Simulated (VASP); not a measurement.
The system is Cl2, in a box.

```
Cl
1.0
    12.00000    0.00000    0.00000
     0.00000   12.50000    0.00000
     0.00000    0.00000   13.00000
Cl
2
Direct
  0.45000 0.47000 0.42332
  0.45000 0.47000 0.57668
```

Base run:

| Quantity | Value |
| --- | --- |
| Program | VASP 6.6.1 |
| Functional | PBE |
| Potentials or basis | VASP PAW PBE potentials, release 64 (Cl) |
| Cutoff | 600 eV |
| k mesh | 1 × 1 × 1 |
| Occupations | gaussian, width 0.01 eV |
| Spin | no spin polarisation |

Its results: gap between the frontier levels 3.06 eV.

Question: The run is repeated on the same cell with these changes: functional from PBE to r2SCAN; cutoff from 600 eV to 450 eV. What comes out?

Answer: Gap between the frontier levels 3.46 eV.

r2SCAN gives the wider gap, since meta-GGAs in the generalised Kohn-Sham scheme recover part of the derivative discontinuity.

A k mesh can miss the band edges.

Not every run made on this cell is shown here.
